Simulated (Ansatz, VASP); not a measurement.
# Cross-check of SnSe2 between VASP and Ansatz, part 2 of 2

One calculation is typed for both programs; each brings its own data sets. How far apart do they land? The cell is taken from a series of runs on this material, whose earlier steps may have relaxed, scaled, displaced or heated it; both programs get it as it stands.

VASP 6.6.1 and Ansatz 0.2.0.

So far: The starting structure; VASP: zone-centre phonons, PBE with D3(BJ).

**3. Ansatz: zone-centre phonons, PBE with D3(BJ)**

Level of this step: Ansatz beside VASP: Kohn-Sham DFT, plane waves, PBE with D3(BJ) (Ansatz).

Ansatz runs on its PAW soft_1 files.

The same cell, functional and mesh now go to Ansatz, which takes its cutoff from its data sets.

Contents of input.yaml:

```yaml
crystal:
  lattice:
    - [3.8242510357, 0.0, 0.0]
    - [-1.9121255178, 3.3118985474, 0.0]
    - [0.0, 0.0, 30.07998712]
  atoms:
    - { symbol: Sn, position: [0.0, 0.0, 0.318151732] }
    - { symbol: Se, position: [0.3333333333, 0.6666666667, 0.3713561945] }
    - { symbol: Se, position: [0.6666666667, 0.3333333333, 0.2649472695] }
  periodic: [true, true, false]
kpoints:
  mp_grid: { grid: [9, 9, 1] }
hamiltonian:
  xc: pbe
  dispersion: d3bj
  pseudopotentials: { kind: paw, azcp: { folder: soft_1 } }
scf:
  occupations: { method: fixed }
output:
  eigenvalues: true
phonons:
  method: dfpt
```

Command:

```
ansatz run input.yaml --threads 8 --pin off --max-ram 20480MiB --backend cpu --events-out ev --progress --plain --runs-dir out
```

Numbers of over 12 decimals in the logs are rounded to 6 here.

Log:

```text
Warning: crystal.symmetry: narrowed to the stabiliser of the run's FFT grids — unitary ops 12 → 6. A phonons.method: dfpt run fills in the rows of the dynamical matrix that it does not solve by its symmetry operations, which is exact only for operations that map its FFT grids onto themselves: filled in by any other, the frequencies could depend on the order in which like atoms are typed, or, by more than the grids' own error, on where the crystal sits among the grids' points. Excluded: 6 operations. The run can therefore solve more perturbations, solve them on more k-points, or both, and cost more. [rest of the remark cut]
Engine: ansatz 0.2.0, aarch64-unknown-linux-gnu
Pseudopotentials: kind: paw
Pseudopotential: Sn, paw, valence charge 14, recommended cutoff 420 eV (normal), soft_1/Sn.paw.azcp
Pseudopotential: Se, paw, valence charge 16, recommended cutoff 420 eV (normal), soft_1/Se.paw.azcp
Functional definition: PBE
  parameter kappa = 0.804
  parameter beta = 0.066725
  exchange = pbe_x(kappa = kappa, mu = beta*pi^2/3)
  correlation = pbe_c(beta = beta)
Crystal: 3 atoms, lattice volume = 380.979 Å³
Basis set: ecut = 420 eV, 7445 PW (Γ), exchange–correlation on 54×54×432 points (8 copies of the dense FFT grid, shifted against one another)
Bands: 28, of which v1, the nominal top of the filled ones, is band 23 counted from 1 (22 counted from 0)
Symmetry: 12 space group operations
k-points: 25 of 81 (irreducible under 2 space group operations, time reversal used)
Non-local potential: Sn, projectors of the file, l = 0: 2, l = 1: 2, l = 2: 2, l = 3: 1
Non-local potential: Se, projectors of the file, l = 0: 2, l = 1: 2, l = 2: 3, l = 3: 1
PAW form: soft (Blöchl's): semilocal exchange-correlation on the pseudo side does not see the compensation charge
PAW one-centre angular grid: Sn, 590 points (default); XC on 64 Gauss nodes
PAW one-centre angular grid: Se, 590 points (default); XC on 64 Gauss nodes
Initial density: superposition of atomic densities (neutral atoms: chi_scale 0, normalization atom)
Initial wavefunctions: pseudopotential atomic-orbital guess
Functional: x = pbe(κ = 0.804, μ = 0.219515), c = pbe(β = 0.066725)
iter 1 solved again at ethr=2.24e-3 eV; its pass at ethr=3.10e-3 eV (dr2=1.03e0 eV) is discarded
SCF iter   1: F=—  HF=-16964.510914 eV  |F-HF|=—  |Δ(HF+E_count)|=         —  Δρ=1.35e-2  dr2=1.03e0  ethr=2.24e-3  ⟨swp⟩=1.6  Hψ=3865  notcnv=0  defer=64
preconditioner: auto → Resta (q_TF=auto, 1.918 Å⁻¹)  ε∞=1.4  [insulator: Δε(μ)=1.133 eV  Ē_g=15.771 eV  n_scr=36 (ndim 8)  ℏωp=9.7 eV  f_vac=0.767  ε∞_Penn≈1.4  vacuum switching on, ρ_ref=1.8e-2 e/Å³]
SCF iter   2: F=—  HF=-16964.253549 eV  |F-HF|=—  |Δ(HF+E_count)|=   2.57e-1  Δρ=5.91e-3  dr2=1.58e-1  ethr=2.24e-3  ⟨swp⟩=4.2  Hψ=1228  notcnv=0  defer=74
SCF iter   3: F=—  HF=-16964.234547 eV  |F-HF|=—  |Δ(HF+E_count)|=   1.90e-2  Δρ=3.11e-3  dr2=3.96e-2  ethr=3.44e-4  ⟨swp⟩=3.8  Hψ=1383  notcnv=0  defer=74
SCF iter   4: F=—  HF=-16964.230891 eV  |F-HF|=—  |Δ(HF+E_count)|=   3.66e-3  Δρ=9.15e-4  dr2=2.51e-3  ethr=8.61e-5  ⟨swp⟩=3.5  Hψ=1045  notcnv=0  defer=74
SCF iter   5: F=—  HF=-16964.231155 eV  |F-HF|=—  |Δ(HF+E_count)|=   2.63e-4  Δρ=1.50e-4  dr2=6.31e-5  ethr=5.46e-6  ⟨swp⟩=3.0  Hψ=1139  notcnv=0  defer=74
SCF iter   6: F=—  HF=-16964.231185 eV  |F-HF|=—  |Δ(HF+E_count)|=   3.05e-5  Δρ=4.54e-5  dr2=5.03e-6  ethr=1.37e-7  ⟨swp⟩=3.4  Hψ=1463  notcnv=0  defer=74
SCF iter   7: F=—  HF=-16964.231188 eV  |F-HF|=—  |Δ(HF+E_count)|=   3.00e-6  Δρ=1.06e-5  dr2=2.97e-7  ethr=1.09e-8  ⟨swp⟩=3.0  Hψ=1112  notcnv=0  defer=72
SCF iter   8: F=—  HF=-16964.231229 eV  |F-HF|=—  |Δ(HF+E_count)|=   4.13e-5  Δρ=1.71e-6  dr2=7.58e-9  ethr=6.45e-10  ⟨swp⟩=3.5  Hψ=1485  notcnv=0  defer=72
SCF iter   9: F=—  HF=-16964.231229 eV  |F-HF|=—  |Δ(HF+E_count)|=   2.01e-9  Δρ=3.26e-7  dr2=7.82e-10  ethr=1.65e-11  ⟨swp⟩=3.0  Hψ=1409  notcnv=0  defer=72
SCF iter  10: F=-16964.231229 eV  HF=-16964.231229 eV  |F-HF|=0.00e0  |Δ(HF+E_count)|=  1.02e-10  Δρ=7.72e-8  dr2=1.94e-11  ethr=1.00e-12  ⟨swp⟩=28.6  Hψ=7105  notcnv=0
SCF 1 converged in 10 iterations: F = -16964.231229 eV  dr2 = 1.94e-11
  greatest PAW one-centre occupation: 1.000 electrons in one spin orbital (limit 2), on the Se atom at site 2 (counted from 0), in its partial waves of l = 2
DFPT response loops at Γ: preconditioner auto → none (the input reference at scf.mixing.eps_inf says where Resta's filter doesn't serve); β = 0.50; Broyden in place of MSR1
SCF converged after 10 iterations
Free energy (F): -16964.231229 eV
Harris-Foulkes:  -16964.231229 eV  (|F-HF|=0.00e0)
Internal energy: -16964.231229 eV  (E = F + TS)
E sigma→0 (E₀):  -16964.231229 eV
Fermi energy:    -5.959583 eV
--- Per-component energies (eV) ---
  E_band       = -1499.002240
  E_kinetic    = 389.196293
  E_local      = -95397.412005  (includes V_loc(G=0)·N_el)
  E_nonlocal   = -563.644077
  E_hartree    = 47517.885716
  E_xc         = -295.042376
  E_vxc        = -259.761335  (∫ρ·V_xc dr)
  E_paw        = -8631.794140  (= ΣΔE_a)
  E_vpaw       = -703.151963  (= ΣTr[D̂ρ^β])
  E_aug_tail   = -0.000472  (compensation charges beyond the density's cutoff)
  E_ewald      = 40017.337110
  E_disp       = -0.757279  (pairwise vdW)
  E_smearing   = -0.000000  (= −TS)
  E_closure    = 0.000000  (closes the sum)
  Σ components = -16964.231229   (vs F -16964.231229, Δ=0.00e0)
--- Band table (eV; the first three rows and the last of 25) ---
  k-point 0: bands = [... 19 lower, -6.4207, -6.4207, -6.0342, -6.0342, -4.3663, -2.8400, -1.3332, -1.3332, ... 1 higher]
  k-point 1: bands = [... 19 lower, -7.0916, -6.7869, -6.6367, -5.9596, -3.8233, -2.2273, -1.4716 (-1.4716°), -1.0599, ... 1 higher]
  k-point 2: bands = [... 19 lower, -7.6757, -7.3703, -6.8869, -6.0320, -3.9480, -1.9511, -0.5888 (-0.5888°), -0.5458, ... 1 higher]
  k-point 24: bands = [... 19 lower, -9.1299, -8.0758, -7.2128, -6.4568, -3.9731, -1.2680, -0.5067, 0.0186, ... 1 higher]
  ° read free of the cell's end (the report's vacuum.weakly_bound_levels)
--- Phonons (Γ-DFPT): 6 representative perturbations + reference, on 25 of 81 k-points (Σ response iterations 22) ---
  ASR residual: 1.390e-4 → 0.000e0 eV/Å²; symmetrization residual: 3.556e-5 eV/Å²
  The last average, over the group as it would stand without the narrowing to the FFT grids, took up to 1.275e-5 eV/Å² of the zone centre's force constants
  pairwise dispersion correction: d3bj (s6 = 1.0, s8 = 0.7875, a1 = 0.4289, a2_bohr = 4.4407), with the weights of each atom's references fixed at the reference crystal's, and the forces and stress that the weights' published response gives there kept as a pressure on the atom's counted neighbours (hamiltonian.dispersion)
  ASR residual per site (eV/Å²): 1.39e-4 1.73e-5 2.42e-5
  Γ frequencies (cm⁻¹): 0.00 0.00 0.00 107.00 107.00 143.34 143.34 181.88 254.86
  non-analytic LO–TO correction: not included (Born effective charges unavailable; polar crystals: no LO–TO splitting at Γ)
```

In the SCF lines HF is the Harris–Foulkes energy and dr2 the Hartree energy of the density residual, in eV; the loop may stop once dr2 is under the threshold and the program's other checks hold. Hψ counts applications of the Hamiltonian.

**4. Differences**

Known differences besides the potentials themselves: fixed occupations in Ansatz, narrow Gaussian smearing in VASP; Ansatz cuts the interaction across the vacuum, VASP repeats the sheet without a dipole correction; the data sets hold 46 valence electrons in Ansatz (on its PAW soft_1 files) and 26 in VASP; the cutoff is 420 eV in Ansatz and 500 eV in VASP; Ansatz takes the dispersion share of the force constants at frozen C6 weights, VASP differentiates the full forces; VASP uses finite displacements, Ansatz perturbation theory. Total energies have different zeros and are not compared.

Both answers:

```tsv
quantity	Ansatz	VASP	difference
optical mode 1 to 2 (cm⁻¹)	107.0	107.2	-0.16 %
optical mode 3 to 4 (cm⁻¹)	143.3	143.9	-0.40 %
optical mode 5 (cm⁻¹)	181.9	182.2	-0.15 %
optical mode 6 (cm⁻¹)	254.9	255.3	-0.19 %
```

Modes are paired by rising frequency, not by their patterns, so a pair may set unlike modes beside each other; they are those without the splitting of longitudinal modes. Where the cell holds vacuum, a pressure given here is an average over it and none of the material.

**5. Results**

| Item | Value |
| --- | --- |
| r.m.s. difference of the optical zone-centre modes, each program's sorted by frequency (zone-centre phonons, PBE with D3(BJ)) | 0.41 cm⁻¹ |

What this shows: The r.m.s. difference of the optical zone-centre modes, each program's sorted by frequency is 0.41 cm⁻¹ (zone-centre phonons, PBE with D3(BJ)). The data sets hold unlike numbers of valence electrons (46 in Ansatz and 26 in VASP), so part of the differences may come from the potentials. How closely two codes agree says nothing of how well the functional describes the real material.

[Lines on the potential files, build, host, timing and source positions are cut from VASP's logs without a mark.]

[Logs are printed without paths, hosts, clocks, repeated set-up lines and the standing remarks that a program may print on its own settings, such as how far it seeks lower states.]

[Hosts, paths, dates, database ids (printed as entryN), source tags and the programs' standing remarks are cut or masked in the printed files.]
